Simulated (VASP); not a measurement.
Consider the following.

```
WO3
1.0
    7.37138     0.00000     0.00000
   -3.68569     6.38380     0.00000
    0.00000     0.00000     3.78935
W O
3 9
Direct
  0.50000   0.50000   0.00000
  0.00000   0.50000   0.00000
  0.50000   0.00000   0.00000
  0.21470   0.42940   0.00000
  0.78530   0.57060   0.00000
  0.78530   0.21470   0.00000
  0.21470   0.78530   0.00000
  0.57060   0.78530   0.00000
  0.42940   0.21470   0.00000
  0.00000   0.50000   0.50000
  0.50000   0.00000   0.50000
  0.50000   0.50000   0.50000
```

Calculation: LDA (Ceperley-Alder, Perdew-Zunger), VASP's LDA PAW potentials (set 64) (plane waves; VASP). Run with 520 eV cut-off, Gaussian smearing of 0.050 eV, potentials W_sv O.

Unless said otherwise, spin-orbit coupling is left out, though it shifts the bands of the heavy elements here.

Predict the band gap (along the path) with the smallest direct gap where there is one.

| Property | Result |
|---|---|
| band gap (along the path) | 0.54 eV |
| smallest direct gap (along the path) | 1.32 eV |

Only differences to runs with the same potentials and settings are physical.

The structure comes from a computed database's WO3 entry (P6/mmm); how it stands against other phases isn't given here. It was relaxed first.
